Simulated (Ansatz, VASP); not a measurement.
**Two plane-wave programs on Ta4O**

```
Ta O
1.0
     3.25750    0.00000    0.00000
     0.00000    3.25750    0.00000
     0.00000    0.00000    7.40934
Ta O
4 1
Direct
  0.00000 0.00000 0.50000
  0.50000 0.50000 0.78316
  0.50000 0.50000 0.21684
  0.00000 0.00000 0.00000
  0.50000 0.50000 0.50000
```

Alike in both runs: task single point; functional PBE; k mesh 4 × 4 × 2; occupations gaussian, width 0.1 eV; no spin polarisation.

```csv
,VASP,Ansatz
version,VASP 6.6.1,Ansatz 0.2.0
potentials or method,"VASP PAW PBE potentials, release 64 (Ta_pv, O)","scalar-relativistic, plane waves, PAW"
plane-wave cutoff (eV),520,420
valence electrons in the cell,50,58
```

|  | VASP | Ansatz | Ansatz less VASP |
| --- | --- | --- | --- |
| gap on the k mesh at the Fermi level (eV) | none | none | - |
| pressure (GPa) | -0.7 | -1.0 | -0.25 |
| largest component of the traceless stress (GPa) | 1.06 | 1.18 | +0.121 |
| rms of the force components (eV/Å) | 0.094 | 0.107 | +0.0129 |

Atom by atom the forces differ by 0.013 eV/Å (rms over components). A gap of «none» marks a metal or a gap that the smearing closes. The two sets of potentials don't hold the same shells in valence.

Caveats: the k mesh is coarse (spacing up to 0.48 Å⁻¹), so the values aren't converged. The runs have no spin-orbit coupling, so splittings on Ta are missing.
